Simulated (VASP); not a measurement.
```
Rb
1.0
   -2.78810     2.78810     2.78810
    2.78810    -2.78810     2.78810
    2.78810     2.78810    -2.78810
Rb
1
Cartesian
  0.00000   0.00000   0.00000
```

Method: r2SCAN+rVV10, VASP's PBE PAW potentials (set 64) (plane waves; VASP 6.6.1). Run with 520 eV cut-off, 9×9×9 Γ-centred mesh, first-order Methfessel-Paxton smearing of 0.10 eV, potentials Rb_sv.

Problem. Estimate the energy per atom (σ→0), band gap (on the k-mesh) with the smallest direct gap where there is one.

Solution. 
```yaml
band gap (on the k-mesh): none (metal, semimetal or under 0.01 eV)
energy per atom (σ→0): -13.624 eV/atom
```

The compound is Rb in the bcc structure. This cell is one point of a volume scan, at 0.94 of the reference volume.
